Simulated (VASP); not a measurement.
Level of theory: LDA (Ceperley-Alder, Perdew-Zunger), VASP's LDA PAW potentials (set 64) (plane waves; VASP).

VASP ran on this input.

**POSCAR**
```
BN
1
    1.2576759908    -2.1783591019     0.0000000000
    1.2576759908     2.1783591019     0.0000000000
    0.0000000000     0.0000000000     6.5253345555
B N
2 2
Direct
  0.3333330000   0.6666670000   0.2500000000
  0.6666670000   0.3333330000   0.7500000000
  0.6666670000   0.3333330000   0.2500000000
  0.3333330000   0.6666670000   0.7500000000
```

### INCAR
```
SYSTEM = BN
PREC = Accurate; ENCUT = 520; LREAL = F
LASPH = T
EDIFF = 1E-7; NELM = 100; ALGO = Normal
ISMEAR = 0; SIGMA = 0.05
IBRION = 2; NSW = 30; ISIF = 4
EDIFFG = -0.01
LWAVE = F; LCHARG = F
```

### KPOINTS
```
Automatic mesh
0
Gamma
10 10 4
0 0 0
```

POTCAR, in this order: B N (LDA.64 set). Program: vasp_std.

What VASP printed:

**OUTCAR**
```
 ion  position               nearest neighbor table
   1  0.333  0.667  0.250-   3 1.45   3 1.45   3 1.45
   2  0.667  0.333  0.750-   4 1.45   4 1.45   4 1.45
   3  0.667  0.333  0.250-   1 1.45   1 1.45   1 1.45
   4  0.333  0.667  0.750-   2 1.45   2 1.45   2 1.45
  LATTYP: Found a hexagonal cell.
 ALAT       =     2.5153523162
 C/A-ratio  =     2.5942030122
 Subroutine PRICEL returns:
 Original cell was already a primitive cell.
 Subroutine GETGRP returns: Found 24 space group operations
The static configuration has the point symmetry D_3d.
 The point group associated with its full space group is D_6h.
The dynamic configuration has the point symmetry D_3d.
 Subroutine INISYM returns: Found 24 space group operations
 Subroutine IBZKPT returns following result:
 Found     42 irreducible k-points:

 Following reciprocal coordinates:
            Coordinates               Weight
  0.000000  0.000000  0.000000      1.000000
  0.100000  0.000000  0.000000      6.000000
  0.200000  0.000000  0.000000      6.000000
  0.300000  0.000000  0.000000      6.000000
  0.400000  0.000000  0.000000      6.000000
  0.500000  0.000000  0.000000      3.000000
  0.100000  0.100000  0.000000      6.000000
  0.200000  0.100000  0.000000     12.000000
  0.300000  0.100000  0.000000     12.000000
  0.400000  0.100000  0.000000     12.000000
  0.200000  0.200000  0.000000      6.000000
  0.300000  0.200000  0.000000     12.000000
  0.400000  0.200000  0.000000      6.000000
  0.300000  0.300000  0.000000      6.000000
  0.000000  0.000000  0.250000      2.000000
  0.100000  0.000000  0.250000     12.000000
  0.200000  0.000000  0.250000     12.000000
  0.300000  0.000000  0.250000     12.000000
  0.400000  0.000000  0.250000     12.000000
  0.500000  0.000000  0.250000      6.000000
  0.100000  0.100000  0.250000     12.000000
  0.200000  0.100000  0.250000     24.000000
  0.300000  0.100000  0.250000     24.000000
  0.400000  0.100000  0.250000     24.000000
  0.200000  0.200000  0.250000     12.000000
  0.300000  0.200000  0.250000     24.000000
  0.400000  0.200000  0.250000     12.000000
  0.300000  0.300000  0.250000     12.000000
  0.000000  0.000000  0.500000      1.000000
  0.100000  0.000000  0.500000      6.000000
  0.200000  0.000000  0.500000      6.000000
  0.300000  0.000000  0.500000      6.000000
  0.400000  0.000000  0.500000      6.000000
  0.500000  0.000000  0.500000      3.000000
  0.100000  0.100000  0.500000      6.000000
  0.200000  0.100000  0.500000     12.000000
  0.300000  0.100000  0.500000     12.000000
  0.400000  0.100000  0.500000     12.000000
  0.200000  0.200000  0.500000      6.000000
  0.300000  0.200000  0.500000     12.000000
   k-points           NKPTS =     42   k-points in BZ     NKDIM =     42   number of bands    NBANDS=     12
   number of dos      NEDOS =    301   number of ions     NIONS =      4
   total plane-waves  NPLWV =  20000
   dimension x,y,z NGX =    20 NGY =   20 NGZ =   50
   dimension x,y,z NGXF=    40 NGYF=   40 NGZF=  100
   ions per type =               2   2
   PREC   = accura    normal or accurate (medium, high low for compatibility)
   ISTART =      0    job   : 0-new  1-cont  2-samecut
   ICHARG =      2    charge: 1-file 2-atom 10-const
   ISPIN  =      1    spin polarized calculation?
   LNONCOLLINEAR =      F non collinear calculations
   LSORBIT =      F    spin-orbit coupling
   INIWAV =      1    electr: 0-lowe 1-rand  2-diag
   ENCUT  =  520.0 eV  38.22 Ry    6.18 a.u.   4.68  4.68 12.13*2*pi/ulx,y,z
   NELM   =    100;   NELMIN=  2; NELMDL= -5     # of ELM steps
...
```

### OSZICAR
```
       N       E                     dE             d eps       ncg     rms          rms(c)
DAV:   1     0.617367481082E+02    0.61737E+02   -0.83707E+03  1008   0.123E+03
DAV:   2    -0.382818564516E+02   -0.10002E+03   -0.91610E+02  1532   0.251E+02
DAV:   3    -0.423528602331E+02   -0.40710E+01   -0.40288E+01  1280   0.527E+01
DAV:   4    -0.423899595902E+02   -0.37099E-01   -0.37072E-01  1240   0.557E+00
DAV:   5    -0.423904918922E+02   -0.53230E-03   -0.53223E-03  1300   0.649E-01    0.109E+01
DAV:   6    -0.390103016285E+02    0.33802E+01   -0.88234E+00  1124   0.238E+01    0.478E+00
DAV:   7    -0.386747759501E+02    0.33553E+00   -0.41762E-01  1272   0.535E+00    0.291E+00
DAV:   8    -0.385607761146E+02    0.11400E+00   -0.32629E-01  1188   0.432E+00    0.377E-01
DAV:   9    -0.385574522281E+02    0.33239E-02   -0.12089E-02  1192   0.947E-01    0.169E-01
DAV:  10    -0.385574294382E+02    0.22790E-04   -0.56914E-04  1296   0.220E-01    0.302E-02
DAV:  11    -0.385574387122E+02   -0.92740E-05   -0.72744E-05  1240   0.714E-02    0.188E-02
DAV:  12    -0.385574358738E+02    0.28383E-05   -0.16470E-05  1216   0.332E-02    0.163E-03
DAV:  13    -0.385574359121E+02   -0.38250E-07   -0.55631E-07  1228   0.632E-03
   1 F= -.38557436E+02 E0= -.38557436E+02  d E =-.385574E+02
       N       E                     dE             d eps       ncg     rms          rms(c)
DAV:   1    -0.386470717560E+02   -0.89636E-01   -0.29487E+00  1008   0.154E+01    0.109E+00
DAV:   2    -0.385993581371E+02    0.47714E-01   -0.51348E-02  1216   0.190E+00    0.605E-01
DAV:   3    -0.385792291837E+02    0.20129E-01   -0.41923E-02  1220   0.154E+00    0.140E-01
DAV:   4    -0.385789088683E+02    0.32032E-03   -0.21054E-03  1236   0.397E-01    0.466E-02
DAV:   5    -0.385788660097E+02    0.42859E-04   -0.64139E-04  1208   0.204E-01    0.397E-02
DAV:   6    -0.385788347849E+02    0.31225E-04   -0.12345E-04  1196   0.940E-02    0.287E-03
DAV:   7    -0.385788352071E+02   -0.42219E-06   -0.30064E-06  1220   0.149E-02    0.277E-03
DAV:   8    -0.385788353033E+02   -0.96154E-07   -0.89415E-08   892   0.281E-03
   2 F= -.38578835E+02 E0= -.38578835E+02  d E =-.213994E-01
```

### OUTCAR
```
------------------------ aborting loop because EDIFF is reached ----------------------------------------
  FORCE on cell =-STRESS in cart. coord.  units (eV):
  Direction    XX          YY          ZZ          XY          YZ          ZX
  --------------------------------------------------------------------------------------
  Total       -0.1688698     -0.1688699     -0.1674373     -0.0000000     -0.0000000      0.0000000
  in kB       -7.5671375     -7.5671401     -7.5029435     -0.0000000     -0.0000000      0.0000000
  external PRESSURE =      -7.5457404 kB  Pullay stress =       0.0000000 kB
  volume of cell :       35.75
      direct lattice vectors                 reciprocal lattice vectors
     1.246118330 -2.158340620  0.000000000     0.401246004 -0.231659450  0.000000000
     1.246118330  2.158340620 -0.000000000     0.401246004  0.231659450  0.000000000
     0.000000000  0.000000000  6.646940010     0.000000000  0.000000000  0.150445167
  FREE ENERGIE OF THE ION-ELECTRON SYSTEM (eV)
  ---------------------------------------------------
  free  energy   TOTEN  =       -38.5788353033 eV

  energy  without entropy=      -38.5788353033  energy(sigma->0) =      -38.57883530

 reached required accuracy - stopping structural energy minimisation
```
(Selected blocks of OUTCAR.)

File CONTCAR:
```
BN
   1.00000000000000
     1.2461183299226846   -2.1583406202645374    0.0000000000000000
     1.2461183299226846    2.1583406202645374   -0.0000000000000000
     0.0000000000000000    0.0000000000000000    6.6469400102197591
  B               N
     2     2
Direct
     0.3333330000000032    0.6666669999999968    0.2500000000000000
     0.6666669999999968    0.3333330000000032    0.7500000000000000
     0.6666669999999968    0.3333330000000032    0.2500000000000000
     0.3333330000000032    0.6666669999999968    0.7500000000000000
```

The compound is BN in the hex structure. This cell is one point of a volume scan, at 1.03 of the reference volume. Symmetry was kept, so distortions that lower it aren't found.
